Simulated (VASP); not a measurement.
Here is the system:

```
BN
1.0
    1.28426    -2.22441     0.00000
    1.28426     2.22441     0.00000
    0.00000     0.00000     4.24637
B N
2 2
Cartesian
  1.28426  -0.74147   2.12384
  1.28426   0.74147   0.00065
  1.28426  -0.74147   3.71492
  1.28426   0.74147   1.59173
```

The numbers are results of RPBE GGA, VASP's PBE PAW potentials (set 64) (plane waves; VASP), not measurements. Settings: 520 eV cut-off, Gaussian smearing of 0.050 eV, potentials B N.

### Question
Give the energies of bands 3 to 11 at the high-symmetry points, in eV from the valence-band maximum.

### Answer

| band | Γ | M | K | A | L | H |
|---|---|---|---|---|---|---|
| 3 | -10.67 | -9.32 | -8.96 | -5.61 | -9.81 | -8.70 |
| 4 | -2.07 | -7.67 | -7.12 | -5.61 | -9.81 | -8.70 |
| 5 | -2.07 | -6.77 | -7.12 | -1.15 | -3.67 | -7.50 |
| 6 | -0.25 | -4.86 | -5.29 | -1.15 | -3.67 | -7.50 |
| 7 | 0.00 | -4.27 | -5.29 | -1.15 | -3.48 | -2.95 |
| 8 | 0.00 | -2.06 | -5.28 | -1.15 | -3.48 | -2.95 |
| 9 | 8.32 | 6.65 | 5.32 | 9.27 | 6.54 | 9.14 |
| 10 | 8.32 | 7.95 | 13.22 | 9.27 | 6.54 | 9.14 |
| 11 | 8.51 | 10.52 | 13.22 | 9.84 | 9.89 | 10.18 |

The gap is indirect, 5.31 eV, from the valence maximum at Γ to the conduction minimum at K.

The compound is BN in the wurtzite structure, a metastable high-pressure form. It was relaxed first.
